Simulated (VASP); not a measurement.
Data:

```
CELL_PARAMETERS angstrom
      1.74511    -3.02262     0.00000
      1.74511     3.02262     0.00000
      0.00000     0.00000     5.44974
ATOMIC_POSITIONS crystal
  Lu 0.33333 0.66667 0.25000
  Lu 0.66667 0.33333 0.75000
```

Level of theory: PBE GGA with D4 dispersion, VASP's PBE PAW potentials (set 64) (plane waves; VASP). Settings: 520 eV cut-off, 11×11×6 Γ-centred mesh, first-order Methfessel-Paxton smearing of 0.10 eV, potentials Lu_3.

Estimate the energy per atom (σ→0), band gap (on the k-mesh) with the smallest direct gap where there is one.

```
Item                                                         Value
------------------------  ----------------------------------------
band gap (on the k-mesh)  none (metal, semimetal or under 0.01 eV)
energy per atom (σ→0)                               -4.639 eV/atom
```

The absolute energy has meaning only against runs of the same code, potentials and settings.

The compound is Lu in the hcp structure. It was relaxed first. The start is the result of an earlier pass.
